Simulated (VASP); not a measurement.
Data:

```
CELL_PARAMETERS angstrom
      0.00000     1.94022     1.94022
      1.94022     0.00000     1.94022
      1.94022     1.94022     0.00000
ATOMIC_POSITIONS crystal
  Pd 0.00000 0.00000 0.00000
```

These are MS2 meta-GGA, VASP's PBE PAW potentials (set 64) (plane waves; VASP 6.6.1) values and carry that method's errors. Numerical set-up: 520 eV cut-off, 18×18×18 Γ-centred mesh, tetrahedra with Blöchl corrections, potentials Pd.

Task: Estimate the energy per atom (σ→0), band gap (over mesh and band path) with the smallest direct gap where there is one.

Result: 
```yaml
band gap (over mesh and band path): none (metal, semimetal or under 0.01 eV)
energy per atom (σ→0): -3060 meV/atom
```

The compound is Pd in the fcc structure. It was relaxed first.
